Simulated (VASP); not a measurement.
Computed with PBEsol GGA, VASP's PBE PAW potentials (set 64) (plane waves; VASP 6.6.1).

A VASP calculation is set up with these files.

### KPOINTS
```
Automatic mesh
0
Gamma
 9 9 9
0 0 0
```

File POSCAR:
```
PtAl2
1.0
  0.0000000000   2.8007376078   2.8007376078
  2.8007376078   0.0000000000   2.8007376078
  2.8007376078   2.8007376078   0.0000000000
Al Pt
2 1
Direct
  0.2500000000   0.2500000000   0.2500000000
  0.7500000000   0.7500000000   0.7500000000
  0.0000000000   1.0000000000   0.0000000000
```

INCAR:
```
# general
SYSTEM  = PtAl2
PREC    = Accurate
ENCUT   = 500
LREAL   = F
LASPH   = T

# electronic loop
EDIFF   = 1E-6
NELM    = 100
ALGO    = Normal
LMAXMIX = 6

# smearing
ISMEAR  = 1
SIGMA   = 0.1

# functional
GGA     = PS

# ions
IBRION  = 2
NSW     = 40
ISIF    = 3
EDIFFG  = -0.02
PSTRESS = 300

# output
LWAVE   = F
LCHARG  = F
```

POTCAR, in this order: Al Pt (PBE.64 set). Program: vasp_std.

Output of the run:

File OUTCAR:
```
 ion  position               nearest neighbor table
   1  0.250  0.250  0.250-   3 2.43   3 2.43   3 2.43   3 2.43   2 2.80   2 2.80   2 2.80   2 2.80
                             2 2.80   2 2.80
   2  0.750  0.750  0.750-   3 2.43   3 2.43   3 2.43   3 2.43   1 2.80   1 2.80   1 2.80   1 2.80
                             1 2.80   1 2.80
   3  0.000  0.000  0.000-   2 2.43   2 2.43   2 2.43   1 2.43   1 2.43   1 2.43   2 2.43   1 2.43
  LATTYP: Found a face centered cubic cell.
 ALAT       =     5.6014752156
 Subroutine PRICEL returns:
 Original cell was already a primitive cell.
 Subroutine GETGRP returns: Found 48 space group operations
The static configuration has the point symmetry O_h .
The dynamic configuration has the point symmetry O_h .
 Subroutine INISYM returns: Found 48 space group operations
 Subroutine IBZKPT returns following result:
 Found     35 irreducible k-points:

 Following reciprocal coordinates:
            Coordinates               Weight
  0.000000  0.000000  0.000000      1.000000
  0.111111  0.000000  0.000000      8.000000
  0.222222  0.000000  0.000000      8.000000
  0.333333  0.000000  0.000000      8.000000
  0.444444  0.000000  0.000000      8.000000
  0.111111  0.111111  0.000000      6.000000
  0.222222  0.111111  0.000000     24.000000
  0.333333  0.111111  0.000000     24.000000
  0.444444  0.111111  0.000000     24.000000
 -0.444444  0.111111  0.000000     24.000000
 -0.333333  0.111111  0.000000     24.000000
 -0.222222  0.111111  0.000000     24.000000
 -0.111111  0.111111  0.000000     12.000000
  0.222222  0.222222  0.000000      6.000000
  0.333333  0.222222  0.000000     24.000000
  0.444444  0.222222  0.000000     24.000000
 -0.444444  0.222222  0.000000     24.000000
 -0.333333  0.222222  0.000000     24.000000
 -0.222222  0.222222  0.000000     12.000000
  0.333333  0.333333  0.000000      6.000000
  0.444444  0.333333  0.000000     24.000000
...
```

OSZICAR:
```
       N       E                     dE             d eps       ncg     rms          rms(c)
DAV:   1     0.555757829556E+02    0.55576E+02   -0.69522E+03   864   0.112E+03
DAV:   2    -0.159670539830E+02   -0.71543E+02   -0.65023E+02   976   0.201E+02
DAV:   3    -0.179174367042E+02   -0.19504E+01   -0.19303E+01  1084   0.328E+01
DAV:   4    -0.179325527475E+02   -0.15116E-01   -0.15113E-01   988   0.342E+00
DAV:   5    -0.179327718357E+02   -0.21909E-03   -0.21908E-03  1072   0.430E-01    0.119E+01
DAV:   6    -0.173167742265E+02    0.61600E+00   -0.25220E+00   980   0.161E+01    0.309E+00
DAV:   7    -0.172206099695E+02    0.96164E-01   -0.12754E-01   920   0.373E+00    0.210E+00
DAV:   8    -0.171796704063E+02    0.40940E-01   -0.24766E-02  1000   0.151E+00    0.295E-01
DAV:   9    -0.171795199575E+02    0.15045E-03   -0.13869E-03  1008   0.362E-01    0.183E-01
DAV:  10    -0.171795285229E+02   -0.85654E-05   -0.18848E-04   988   0.123E-01    0.160E-02
DAV:  11    -0.171795276987E+02    0.82427E-06   -0.40072E-06  1040   0.210E-02
   1 F= -.89522163E+01 E0= -.89520419E+01  d E =-.895222E+01
```

### OUTCAR
```
------------------------ aborting loop because EDIFF is reached ----------------------------------------
  FORCE on cell =-STRESS in cart. coord.  units (eV):
  Direction    XX          YY          ZZ          XY          YZ          ZX
  --------------------------------------------------------------------------------------
  Total        8.2242168      8.2242168      8.2242168     -0.0000000      0.0000000      0.0000000
  in kB      299.8871587    299.8871587    299.8871587     -0.0000000      0.0000000      0.0000000
  external PRESSURE =      -0.1128413 kB  Pullay stress =     300.0000000 kB
  volume of cell :       43.94
      direct lattice vectors                 reciprocal lattice vectors
     0.000000000  2.800737608  2.800737608    -0.178524400  0.178524400  0.178524400
     2.800737608  0.000000000  2.800737608     0.178524400 -0.178524400  0.178524400
     2.800737608  2.800737608  0.000000000     0.178524400  0.178524400 -0.178524400
 POSITION                                       TOTAL-FORCE (eV/Angst)
 -----------------------------------------------------------------------------------
      1.40037      1.40037      1.40037        -0.000000     -0.000000     -0.000000
      4.20111      4.20111      4.20111         0.000000      0.000000      0.000000
      0.00000      0.00000      0.00000         0.000000     -0.000000      0.000000
 -----------------------------------------------------------------------------------
    total drift:                                0.000000     -0.000000     -0.000000
  FREE ENERGIE OF THE ION-ELECTRON SYSTEM (eV)
  ---------------------------------------------------
  free  energy   TOTEN  =       -17.1795276987 eV

  energy  without entropy=      -17.1790046812  energy(sigma->0) =      -17.17935336
  enthalpy is  TOTEN    =        -8.9522162664 eV   P V=        8.2273114323

 reached required accuracy - stopping structural energy minimisation
```
(Selected blocks of OUTCAR.)

**OUTCAR**
```
 val. band max:        9.8822548123   @ k =   0.4444   0.3333   0.1111

 cond. band min:       9.9378145285   @ k =  -0.4444   0.2222   0.0000


 Fermi energy:         9.9287436597

 k-point     1 :       0.0000    0.0000    0.0000
  band No.  band energies     occupation
      1      -1.6002      2.00000
      2       3.8676      2.00000
      3       3.8676      2.00000
      4       3.8676      2.00000
      5       5.4058      2.00000
      6       5.4058      2.00000
      7      13.7353      0.00000
      8      13.7353      0.00000
      9      13.7353      0.00000
     10      14.1141      0.00000
     11      16.2484      0.00000
     12      16.2484      0.00000

 k-point     2 :       0.1111    0.0000    0.0000
  band No.  band energies     occupation
      1      -1.4069      2.00000
      2       3.7762      2.00000
      3       3.9338      2.00000
      4       3.9338      2.00000
      5       5.3821      2.00000
      6       5.3821      2.00000
      7      11.9672      0.00000
      8      13.4135      0.00000
      9      13.4135      0.00000
     10      14.2814      0.00000
     11      16.2826      0.00000
     12      16.3220      0.00000

 k-point     3 :       0.2222    0.0000    0.0000
  band No.  band energies     occupation
      1      -0.8467      2.00000
      2       3.5535      2.00000
      3       4.0811      2.00000
      4       4.0811      2.00000
      5       5.3748      2.00000
      6       5.3748      2.00000
      7       9.4509      2.00000
      8      12.5814      0.00000
      9      12.5814      0.00000
     10      14.4556      0.00000
     11      15.9872      0.00000
     12      16.0088      0.00000

 k-point     4 :       0.3333    0.0000    0.0000
  band No.  band energies     occupation
      1      -0.0044      2.00000
      2       3.2985      2.00000
      3       4.1860      2.00000
      4       4.1860      2.00000
      5       5.4999      2.00000
      6       5.4999      2.00000
...
```

Unless said otherwise, spin-orbit coupling is left out, though it shifts the bands of the heavy elements here.

The compound is PtAl2 in the fluorite structure. It was relaxed first under an external pressure of 30 GPa.
